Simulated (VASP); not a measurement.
The cell holds one MoS₂ (2H layered) monolayer, with vacuum along c. Ionisation potential and electron affinity count from the cell's own band edges, surface states included.

Data:

```
MoS2
1.0
    3.19043     0.00000     0.00000
   -1.59521     2.76299     0.00000
    0.00000     0.00000    19.44214
Mo S
1 2
Direct
  0.66667   0.33333   0.50000
  0.33333   0.66667   0.58069
  0.33333   0.66667   0.41931
```

Method: optB88-vdW, VASP's PBE PAW potentials (set 64) (plane waves; VASP 6.6.1). Settings: 400 eV cut-off, 12×12×1 Γ-centred mesh, Gaussian smearing of 0.050 eV, potentials Mo_sv S.

### Question
Predict its energy to cut it from the bulk, per area, ionisation potential, electron affinity, band gap (on the k-mesh).

### Answer

| Quantity | Value |
|---|---|
| energy to cut it from the bulk, per area | 25.5 meV/Å² |
| ionisation potential | 6.20 eV |
| electron affinity | 4.54 eV |
| band gap (on the k-mesh) | 1.66 eV |

The cell is a sheet with vacuum, built from MoS2 (2H layered).
